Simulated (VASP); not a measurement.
# Which face does Rh expose?, part 2 of 2

Aim: compare the low-index faces of Rh at one level of theory.

VASP 6.6.1; PBEsol; plane waves and PAW (Rh).

So far. Step 6 (Relaxing the slab, 7 atoms, face Rh(100)): The run ended after 8 ionic steps, 0.053 eV below its first step, once the forces on the free atoms met EDIFFG = -0.03. Step 7 (Potential and states of the slab, 7 atoms, face Rh(100)): The vacuum level lies 5.16 eV above the Fermi level at the upper face; both faces agree, as the slab has next to no dipole.

## 8. Surface relaxation, 9 atoms, face Rh(110)

System of this step: Rh(110). The cell holds 9 atoms: 9 Rh. Cell: a = 3.774 Å, b = 2.669 Å, c = 25.676 Å, α = 90.0°, β = 90.0°, γ = 90.0°. It derives from Rh. 9 layers of fcc Rh, cut at this functional's lattice. Vacuum lies along c.

INCAR reads:

```
SYSTEM = Rh
PREC = Normal
ENCUT = 320
EDIFF = 1E-05
NELM = 120
ISMEAR = 1
SIGMA = 0.15
LREAL = .FALSE.
ALGO = Fast
GGA = PS
NBANDS = 50
LASPH = .TRUE.
LORBIT = 11
LWAVE = .FALSE.
LCHARG = .FALSE.
KPAR = 4
IBRION = 2
NSW = 40
ISIF = 2
EDIFFG = -0.03
POTIM = 0.4
MAXMIX = 40
```

POSCAR reads:

```
Rh
1.0
    3.7744236530      0.0000000000      0.0000000000
    0.0000000000      2.6689205601      0.0000000000
    0.0000000000      0.0000000000     25.6756822404
Rh
9
Direct
    0.0000000000      0.0000000000      0.2921051900
    0.5000000000      0.5000000000      0.3440788900
    0.0000000000      0.0000000000      0.3960525900
    0.5000000000      0.5000000000      0.4480263000
    0.0000000000      0.0000000000      0.5000000000
    0.5000000000      0.5000000000      0.5519737000
    0.0000000000      0.0000000000      0.6039474100
    0.5000000000      0.5000000000      0.6559211100
    0.0000000000      0.0000000000      0.7078948100
```

KPOINTS reads:

```
Automatic mesh
0
Gamma
8 11 1
0 0 0
```

Potentials, in the order of the species: Rh (PBE family, release 64).

Command:

```
$ mpirun -np 4 vasp_std
```

Run time: 5.1 min. Hardware: 4 MPI ranks of AMD EPYC 7R43, shared host; peak memory 0.9 GiB; 20 min of CPU time.

The run keeps the 8 symmetry operations of its start, so it cannot find a distortion of lower symmetry.

Relaxation path:

```
step  energy less that of the first step (eV)  largest force (eV/Å)
   1                                   0.0000                1.0697
   2                                  -0.1035                0.5975
   3                                  -0.1312                0.1434
   4                                  -0.1312                0.1530
   5                                  -0.1355                0.1212
   6                                  -0.1378                0.0913
   7                                  -0.1382                0.1369
   8                                  -0.1412                0.0762
   9                                  -0.1422                0.0562
  10                                  -0.1428                0.0840
  11                                  -0.1428                0.0601
  12                                  -0.1428                0.0778
  13                                  -0.1439                0.0196
```

The atoms that moved most (Å):

```
atom     dx     dy      dz  length
 Rh1  0.000  0.000   0.115   0.115
 Rh9  0.000  0.000  -0.115   0.115
 Rh4  0.000  0.000   0.024   0.024
 Rh6  0.000  0.000  -0.024   0.024
 Rh8  0.000  0.000   0.011   0.011
 Rh2  0.000  0.000  -0.011   0.011
```

Final coordinates:

```
Rh
1.0
     3.77442    0.00000    0.00000
     0.00000    2.66892    0.00000
     0.00000    0.00000   25.67568
Rh
9
Direct
  0.00000 0.00000 0.29657
  0.50000 0.50000 0.34363
  0.00000 0.00000 0.39608
  0.50000 0.50000 0.44895
  0.00000 0.00000 0.50000
  0.50000 0.50000 0.55105
  0.00000 0.00000 0.60392
  0.50000 0.50000 0.65637
  0.00000 0.00000 0.70343
```

The run ended after 13 ionic steps, 0.144 eV below its first step, once the forces on the free atoms met EDIFFG = -0.03.

## 9. Potential and states of the slab, 9 atoms, face Rh(110)

INCAR reads:

```
SYSTEM = Rh
PREC = Normal
ENCUT = 320
EDIFF = 1E-06
NELM = 120
ISMEAR = 1
SIGMA = 0.15
LREAL = .FALSE.
ALGO = Fast
GGA = PS
NBANDS = 50
LASPH = .TRUE.
LORBIT = 11
LWAVE = .FALSE.
LCHARG = .TRUE.
KPAR = 4
IDIPOL = 3
LDIPOL = .TRUE.
DIPOL = 0.5 0.5 0.5
LVHAR = .TRUE.
LVACPOTAV = .TRUE.
NEDOS = 1500
```

POSCAR reads:

```
Rh
1.0
    3.7744236530      0.0000000000      0.0000000000
    0.0000000000      2.6689205601      0.0000000000
    0.0000000000      0.0000000000     25.6756822404
Rh
9
Direct
    0.0000000000      0.0000000000      0.2965726673
    0.5000000000      0.5000000000      0.3436310576
    0.0000000000      0.0000000000      0.3960823660
    0.5000000000      0.5000000000      0.4489543538
    0.0000000000      0.0000000000      0.5000000000
    0.5000000000      0.5000000000      0.5510456462
    0.0000000000      0.0000000000      0.6039176340
    0.5000000000      0.5000000000      0.6563689424
    0.0000000000      0.0000000000      0.7034273327
```

KPOINTS is that of step 8.

Command:

```
$ mpirun -np 4 vasp_std
```

Run time: 1.8 min. Hardware: 4 MPI ranks; peak memory 0.85 GiB; 7 min of CPU time.

The planar average of the electrostatic potential oscillates, so the rows of the table below give means over windows of 1.38 Å about each position, cut where the curve ends. Its maxima inside the range that stand out by 2 % of the span (Å: eV): 9.5: -10.9, 10.9: -10.7, 12.2: -11.6, 13.5: -11.6, 14.8: -10.7, 16.2: -10.9. Its minima: 8.8: -13.4, 10.2: -13.1, 11.6: -13.2, 12.8: -13.4, 14.1: -13.2, 15.5: -13.1, 16.9: -13.4.

Zero at the Fermi level. Planar average of the electrostatic potential against height; means over each step:

height (Å), planar average of the electrostatic potential (eV) and a bar from the least value:
```
     0.69        4.6 ##############################
     2.07        4.6 ##############################
     3.45        4.6 ##############################
     4.83        4.6 ##############################
     6.21        3.0 ###########################
     7.59      -10.6 ####
     8.97      -12.4 #
    10.35      -11.8 ##
    11.73      -12.2 ##
    13.11      -12.3 #
    14.49      -11.9 ##
    15.87      -11.9 ##
    17.25      -13.1 
    18.63       -5.0 ##############
    20.01        4.3 #############################
    21.39        4.6 ##############################
    22.77        4.6 ##############################
    24.15        4.6 ##############################
    25.53        4.6 ##############################
```

The map of layer states is cut here 0.5 eV above the Fermi level, so it leaves out the states above that.

The vacuum level lies 4.62 eV above the Fermi level at the upper face; both faces agree, as the slab has next to no dipole.

The program found no field-free point at its default tolerance, but its printed level agrees with the flat part of the planar average.

On this mesh the fine structure of the density of states is sampling noise, and high empty states may be cut by the number of bands.

## 10. The faces side by side

This step: surfaces of a metal, PBEsol; plane waves and PAW (VASP 6.6.1).

No new run; the numbers come from the runs before.

Symmetric slabs, all atoms free. All faces:

| face | layers | area a surface atom (Å²) | work function (eV) | surface energy as cut (J/m²) | surface energy relaxed (J/m²) | change of the top spacing (%) |
| --- | --- | --- | --- | --- | --- | --- |
| Rh(111) | 7 | 6.169 | 5.298 | 2.493 | 2.464 | -2.16 |
| Rh(100) | 7 | 7.123 | 5.159 | 2.924 | 2.865 | -4.09 |
| Rh(110) | 9 | 10.07 | 4.622 | 3.016 | 2.901 | -9.46 |

Each surface energy is the slab's energy less its number of atoms times the bulk energy of -8.1603 eV, over twice the cell's area.

## 11. Results

- Rh(111): 2.46 J/m², 5.30 eV
- Rh(100): 2.86 J/m², 5.16 eV
- Rh(110): 2.90 J/m², 4.62 eV

In words: The cheapest face is Rh(111) at 2.46 J/m², against 2.86 for Rh(100) and 2.90 for Rh(110). The work functions are 5.30 eV for Rh(111), 5.16 eV for Rh(100) and 4.62 eV for Rh(110). The densest face has the highest work function, as the smoothing of the electron density over an open face lowers the surface dipole. The densest face is also the cheapest, since it cuts the fewest bonds an area. The top spacing changes by -2.2 % on Rh(111), -4.1 % on Rh(100) and -9.5 % on Rh(110), the most on the most open face. One thickness was run for each face, and bulk and slab meshes don't match, which leaves some hundredths of a J/m². The cells are 1 × 1 and can't reconstruct.

[Lines on the potential files, build, host, timing and source positions are cut from VASP's logs without a mark.]

[Logs are printed without paths, hosts, clocks, repeated set-up lines and the standing remarks that a program may print on its own settings, such as how far it seeks lower states.]

[Hosts, paths, dates, database ids (printed as entryN), source tags and the programs' standing remarks are cut or masked in the printed files.]

[Runs that stopped without an error message from VASP are left out.]
